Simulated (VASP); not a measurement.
Input:

```xyz
1
Lattice="-1.5786 1.5786 1.5786 1.5786 -1.5786 1.5786 1.5786 1.5786 -1.5786" Properties=species:S:1:pos:R:3 pbc="T T T"
W      0.0000     0.0000     0.0000
```

These are PBEsol GGA, VASP's PBE PAW potentials (set 64) (plane waves; VASP) values and carry that method's errors. Run with 400 eV cut-off, Gaussian smearing of 0.050 eV, potentials W_sv.

**Question.** Give the energies of bands 5 to 10 at the high-symmetry points, in eV from the Fermi level.

**Answer.** 
```csv
band,Γ,H,N,P
5,-9.72,-5.94,-6.37,-3.01
6,-1.28,-5.94,-3.64,-3.01
7,-1.28,5.20,0.69,-3.01
8,-1.28,5.20,2.12,3.28
9,2.22,5.20,3.11,3.28
10,2.22,8.28,6.20,6.61
```

It has no gap at this level: it comes out as a metal or semimetal.

The structure comes from a measured W entry (Im-3m) of the Crystallography Open Database, whose conditions weren't checked. It was relaxed first.
